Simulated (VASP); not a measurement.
Consider the following.

```
ZnGeP2
1.0
   -2.72750     2.72750     5.37710
    2.72750    -2.72750     5.37710
    2.72750     2.72750    -5.37710
Zn Ge P
2 2 4
Direct
  0.75000   0.25000   0.50000
  0.00000   0.00000   0.00000
  0.25000   0.75000   0.50000
  0.50000   0.50000   0.00000
  0.12956   0.62500   0.00456
  0.37500   0.37956   0.50456
  0.62044   0.12500   0.99544
  0.87500   0.87044   0.49544
```

Level of theory: PBE GGA, VASP's PBE PAW potentials (set 64) (plane waves; VASP 6.6.1). Numerical set-up: 300 eV cut-off, 6×6×6 Γ-centred mesh, Fermi-Dirac smearing of 0.050 eV, potentials Zn Ge_d P.

At this cut-off the stress carries a Pulay error, which pulls relaxed volumes low.

Question: Predict the energy per atom (σ→0), pressure, band gap (on the k-mesh) with the smallest direct gap where there is one.

Answer: 
```yaml
band gap (on the k-mesh): 1.24 eV
smallest direct gap (on the k-mesh): 1.38 eV
energy per atom (σ→0): -4.316 eV/atom
pressure: 1.46 GPa
```

The structure comes from a computed database's ZnGeP2 entry; how it stands against other phases isn't given here. The cell was not relaxed at this level.
